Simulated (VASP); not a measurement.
Input:

```
RbBr
1.0
    4.12608     0.00000     0.00000
    0.00000     4.12608     0.00000
    0.00000     0.00000     4.12608
Rb Br
1 1
Cartesian
  0.00000   0.00000   0.00000
  2.06304   2.06304   2.06304
```

These are r2SCAN meta-GGA, VASP's PBE PAW potentials (set 64) (plane waves; VASP) values and carry that method's errors. Numerical set-up: 400 eV cut-off, 8×8×8 Γ-centred mesh, Gaussian smearing of 0.010 eV, potentials Rb_sv Br.

Problem. Predict the energy per atom (σ→0), band gap (on the k-mesh) with the smallest direct gap where there is one.

Solution. 
The band gap (on the k-mesh) is 4.83 eV. The smallest direct gap (on the k-mesh) comes out as 4.99 eV and the energy per atom (σ→0) is -15.555 eV/atom.

Total energies compare only between runs with the same potentials, cut-off and functional.

The structure comes from a computed database's RbBr entry (Pm-3m); how it stands against other phases isn't given here. The cell was not relaxed at this level.
